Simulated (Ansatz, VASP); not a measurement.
**Ge (Germanium): VASP beside Ansatz**

Wanted: the spread between two codes on one cell, functional and k mesh. Of the first pair: The structure shown is the start of the Ansatz relaxation below; VASP solves that cell, so the two are compared at the walk's first step.

Main program and level: Ansatz 0.2.0; plane waves, with VASP 6.6.1 beside it; single point at r2SCAN.

## Step 1: The structure

Symmetry: R-3m, No. 166, trigonal system. The conventional cell has a = 3.972 Å, b = 3.972 Å, c = 9.827 Å, α = 90.00°, β = 90.00°, γ = 120.00°. Ge has 4 Ge at 2.43 to 2.46 Å nearest.

## Step 2: Ansatz: relaxation, r2SCAN

Ansatz runs on its PAW soft_1 files.

The two programs are compared at the cell with which this relaxation starts, whose forces are those of its first step.

Contents of input.yaml:

```yaml
crystal:
  lattice:
    - [0.018912805, 2.8274643419, 2.8274643419]
    - [2.8274643419, 0.018912805, 2.8274643419]
    - [2.8274643419, 2.8274643419, 0.018912805]
  atoms:
    - { symbol: Ge, position: [0.499983901, 0.499983901, 0.499983901] }
    - { symbol: Ge, position: [0.750016099, 0.750016099, 0.750016099] }
  conventional_axes: [[-1, 1, 0], [0, -1, 1], [1, 1, 1]]
kpoints:
  mp_grid: { grid: [12, 12, 12], shift: [0.5, 0.5, 0.5] }
hamiltonian:
  xc: r2scan
  pseudopotentials: { kind: paw, azcp: { folder: soft_1 } }
scf:
  occupations: { method: gaussian, width: 0.02 }
output:
  forces: true
  stress: true
  eigenvalues: true
relax:
  adjacent_minimum: "off"
  f_tol: 0.001
  max_steps: 60
  cell: { stress_tol: 0.01, fix: [a, b, angles] }
```

Run with:

```bash
> ansatz run input.yaml --threads 4 --pin off --max-ram 10240MiB --backend cpu --events-out ev --progress --plain --runs-dir out
```

Numbers of over 12 decimals in the logs are rounded to 6 here.

Output:

```text
Engine: ansatz 0.2.0, aarch64-unknown-linux-gnu
Pseudopotentials: kind: paw
Pseudopotential: Ge, paw, valence charge 14, recommended cutoff 500 eV (meta_gga), soft_1/Ge.paw.azcp
Functional definition: r2SCAN
  parameter k0 = 0.174
  parameter k1 = 0.065
  parameter a1 = 4.9479
  exchange = r2scan_x(k0 = k0, k1 = k1, a1 = a1)
  correlation = r2scan_c
Crystal: 2 atoms, lattice volume = 44.755 Å³
Basis set: ecut = 500 eV, 1139 PW (Γ), exchange–correlation on 120×120×120 points (64 copies of the dense FFT grid, shifted against one another)
Bands: 18, of which v1, the nominal top of the filled ones, is band 14 counted from 1 (13 counted from 0)
Symmetry: 12 space group operations
Space group: R-3m (ITA 166), of the structure as read, at distance tolerance 3.6e-5 Å
k-points: 182 of 1728
Non-local potential: Ge, projectors of the file, l = 0: 2, l = 1: 2, l = 2: 3, l = 3: 1
PAW form: soft (Blöchl's): semilocal exchange-correlation on the pseudo side does not see the compensation charge
PAW frozen core: Ge, regenerated for the run's functional (the file was generated under x = pbe(κ = 0.804, μ = 0.219515), c = pbe(β = 0.066725))
PAW one-centre angular grid: Ge, 590 points (default); XC on 160 Gauss nodes
Initial density: superposition of atomic densities (chi_scale 0.1, normalization cell)
Initial wavefunctions: pseudopotential atomic-orbital guess
Functional: x = r2scan, c = r2scan; τ floored in thin density (d = 2e-4 eV/Å³)
iter 1 solved again at ethr=1.73e-3 eV; its pass at ethr=3.10e-3 eV (dr2=4.84e-1 eV) is discarded
SCF iter   1: F=—  HF=-8605.752366 eV  |F-HF|=—  |Δ(HF+E_count)|=         —  Δρ=3.81e-2  dr2=4.89e-1  dr2_τ=4.90e-3  ethr=1.73e-3  ⟨swp⟩=1.0  Hψ=20001  notcnv=0
preconditioner: auto → none  [insulator: Δε(μ)=0.563 eV  Ē_g=24.402 eV  σ=0.020 eV  W_gap=1.00  n_scr=14 (ndim 8)  ℏωp=29.4 eV  f_vac=0.000  D(μ)=0.00/eV (n_scr^D=0)  ε∞_Penn≈2.4]
SCF iter   2: F=—  HF=-8605.795180 eV  |F-HF|=—  |Δ(HF+E_count)|=   4.28e-2  Δρ=1.93e-2  dr2=1.04e-1  dr2_τ=6.87e-4  ethr=1.73e-3  ⟨swp⟩=2.1  Hψ=4022  notcnv=0
SCF iter   3: F=—  HF=-8605.827074 eV  |F-HF|=—  |Δ(HF+E_count)|=   3.19e-2  Δρ=3.06e-3  dr2=1.69e-3  dr2_τ=3.53e-5  ethr=3.71e-4  ⟨swp⟩=3.2  Hψ=6591  notcnv=0
SCF iter   4: F=—  HF=-8605.825404 eV  |F-HF|=—  |Δ(HF+E_count)|=   1.67e-3  Δρ=6.62e-4  dr2=7.55e-5  dr2_τ=1.03e-6  ethr=6.05e-6  ⟨swp⟩=2.1  Hψ=6569  notcnv=0
SCF iter   5: F=—  HF=-8605.825439 eV  |F-HF|=—  |Δ(HF+E_count)|=   3.44e-5  Δρ=1.32e-4  dr2=3.04e-6  dr2_τ=5.67e-8  ethr=2.70e-7  ⟨swp⟩=2.0  Hψ=5824  notcnv=0
SCF iter   6: F=-8605.825440 eV  HF=-8605.825440 eV  |F-HF|=1.42e-9  |Δ(HF+E_count)|=   1.11e-6  Δρ=5.14e-6  dr2=7.77e-9  dr2_τ=3.05e-10  ethr=3.57e-10  ⟨swp⟩=3.8  Hψ=15187  notcnv=0
SCF 1 converged in 6 iterations: F = -8605.825440 eV  dr2 = 7.77e-9
  greatest PAW one-centre occupation: 0.998 electrons in one spin orbital (limit 2), on the Ge atom at site 1 (counted from 0), in its partial waves of l = 2
relax step   1: F+E_penalty+E_count = -8605.82543962 eV  Δ(F+E_penalty+E_count) = +0.000e0 eV  max|allowed force component| = 5.744e-2 eV/Å  Δτ_max = 0.0000 Å  P = +1.521 GPa  Ω = 44.755 Å³  fix = [a, b, alpha, beta, gamma]  reactions: a +2.138, b +2.138 GPa  (6 SCF iters, dr2 threshold 1.00e-7 eV, accepted)
[...]
relax step   2: F+E_penalty+E_count = -8605.82603181 eV  Δ(F+E_penalty+E_count) = -5.922e-4 eV  max|allowed force component| = 1.286e-2 eV/Å  Δτ_max = 0.0068 Å  P = +1.157 GPa  Ω = 44.959 Å³  energy of the carried Pulay correction = -3.039e-5 eV  fix = [a, b, alpha, beta, gamma]  reactions: a +1.808, b +1.808 GPa  (4 SCF iters, dr2 threshold 2.00e-7 eV, accepted)
[...]
relax step   3: F+E_penalty+E_count = -8605.82609519 eV  Δ(F+E_penalty+E_count) = -6.338e-5 eV  max|allowed force component| = 1.120e-3 eV/Å  Δτ_max = 0.0014 Å  P = +1.248 GPa  Ω = 44.907 Å³  energy of the carried Pulay correction = -2.263e-5 eV  fix = [a, b, alpha, beta, gamma]  reactions: a +1.880, b +1.880 GPa  (4 SCF iters, dr2 threshold 5.36e-8 eV, accepted)
[...]
relax step   4: F+E_penalty+E_count = -8605.82609587 eV  Δ(F+E_penalty+E_count) = -6.784e-7 eV  max|allowed force component| = 1.006e-4 eV/Å  Δτ_max = 0.0001 Å  P = +1.253 GPa  Ω = 44.904 Å³  energy of the carried Pulay correction = -2.219e-5 eV  fix = [a, b, alpha, beta, gamma]  reactions: a +1.879, b +1.879 GPa  (3 SCF iters, dr2 threshold 5.94e-10 eV, accepted)
[...]
relax step   5: F+E_penalty+E_count = -8605.82611880 eV  Δ(F+E_penalty+E_count) = -2.293e-5 eV  max|allowed force component| = 1.004e-4 eV/Å  Δτ_max = 0.0000 Å  P = +1.253 GPa  Ω = 44.904 Å³  fix = [a, b, alpha, beta, gamma]  reactions: a +1.879, b +1.879 GPa  stress off target by 1.81e-3 GPa on what of the cell is left free  SCF on the basis re-selected at this cell (its energy is not comparable with the rows above)  (5 SCF iters)
basis re-selected at this cell: Δ(F+E_penalty+E_count) = -2.293e-5 eV, ΔP = +0.000 GPa vs the last step (what re-selecting the basis moved, of the pressure what is left beyond the Pulay correction that the steps carried, after the strain that the cell walked since its last selection, with what the two solves' SCF thresholds leave and, on support functions, any second-order correction that the steps lacked; it is no m [...]
SCF converged after 5 iterations
Free energy (F): -8605.826119 eV
Harris-Foulkes:  -8605.826119 eV  (|F-HF|=1.82e-12)
Internal energy: -8605.826119 eV  (E = F + TS)
E sigma→0 (E₀):  -8605.826119 eV
Fermi energy:    8.782029 eV
--- Per-component energies (eV) ---
  E_band       = -316.227368
  E_kinetic    = 185.328826
  E_local      = -4490.471709  (includes V_loc(G=0)·N_el)
  E_nonlocal   = 436.833976
  E_hartree    = 2143.939052
  E_xc         = -131.974880
  E_vxc        = -136.973556  (∫ρ·V_xc dr)
  E_paw        = -4052.722710  (= ΣΔE_a)
  E_vpaw       = -605.985753  (= ΣTr[D̂ρ^β])
  E_aug_tail   = -0.000008  (compensation charges beyond the density's cutoff)
  E_vtau       = 7.162723  (kinetic-family band-sum trace: ∫τ·v_τ [+ j·A + Jᵃ·Aᵃ] dr)
  E_ewald      = -2694.587143
  E_core_change = -2.171521  (= ΣΔE_core)
  E_smearing   = -0.000000  (= −TS)
  E_closure    = -0.000000  (closes the sum)
  Σ components = -8605.826119   (vs F -8605.826119, Δ=0.00e0)
--- Forces (eV/Å), atoms counted from 1 ---
  atom   1  Ge    -0.00010042    -0.00010042    -0.00010042
  atom   2  Ge     0.00010042     0.00010042     0.00010042
  max |Σ_I F_I| component: 4.62e-18 eV/Å
--- Stress (GPa, compression-positive) ---
        1.253413      -0.625799      -0.625799
       -0.625799       1.253413      -0.625799
       -0.625799      -0.625799       1.253413
  P = ⅓ Tr σ = 1.2534 GPa (12.534 kbar)
--- Band table (eV; the first three rows and the last of 182) ---
  k-point 0: bands = [... 10 lower, -4.8832, 7.7741, 8.4496, 8.4496, 9.4449, 11.1943, 11.2953, 11.2953]
  k-point 1: bands = [... 10 lower, -4.7636, 6.6178, 7.8624, 8.3611, 10.0136, 11.4264, 11.5065, 12.0345]
  k-point 2: bands = [... 10 lower, -4.4677, 4.9773, 7.3745, 8.0095, 9.9022, 11.8734, 12.1284, 13.3549]
  k-point 181: bands = [... 10 lower, -2.6852, 0.5730, 6.2579, 6.9132, 9.8207, 12.4268, 12.8098, 16.5555]
--- Relaxed structure (4 steps of the walk, 4 accepted, 1 SCFs on fresh bases) ---
  F+E_penalty+E_count = -8605.82611880 eV   max|allowed force component| = 1.004e-4 eV/Å   (the final SCF, on the basis selected at the relaxed cell)
  cell:  # Å, volume = 44.9039 Å³
    - [0.025205, 2.833756, 2.833756]
    - [2.833756, 0.025205, 2.833756]
    - [2.833756, 2.833756, 0.025205]
  atoms:
    - { symbol: Ge, position: [0.500540, 0.500540, 0.500540] }
    - { symbol: Ge, position: [0.749460, 0.749460, 0.749460] }
```

Reading the cycles: dr2 is the Hartree energy of the density residual (eV), the measure of convergence; HF is the Harris–Foulkes estimate of the energy, which meets the free energy F at convergence.

(Part 1 of 5 ends here.)

[Lines on the potential files, build, host, timing and source positions are cut from VASP's logs without a mark.]

[Logs are printed without paths, hosts, clocks, repeated set-up lines and the standing remarks that a program may print on its own settings, such as how far it seeks lower states.]

[Hosts, paths, dates, database ids (printed as entryN), source tags and the programs' standing remarks are cut or masked in the printed files.]
